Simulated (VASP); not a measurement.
Given:

```yaml
crystal:
  lattice:
    - [1.51551, -2.62494, 0.00000]
    - [1.51551, 2.62494, 0.00000]
    - [0.00000, 0.00000, 3.22816]
  atoms:
    - { symbol: Ti, position: [0.00000, 0.00000, 0.00000] }
    - { symbol: B, position: [0.33333, 0.66667, 0.50000] }
    - { symbol: B, position: [0.66667, 0.33333, 0.50000] }
```

Computed with PBE GGA, VASP's PBE PAW potentials (set 64) (plane waves; VASP). Numerical set-up: 620 eV cut-off, 12×12×10 Γ-centred mesh, first-order Methfessel-Paxton smearing of 0.10 eV, potentials Ti_sv B.

Problem. Estimate the energy per atom (σ→0), band gap (on the k-mesh) with the smallest direct gap where there is one.

Solution. 
```yaml
band gap (on the k-mesh): none (metal, semimetal or under 0.01 eV)
energy per atom (σ→0): -8.144 eV/atom
```

Only differences to runs with the same potentials and settings are physical.

The compound is TiB2 in the AlB2 type structure. It was relaxed first.
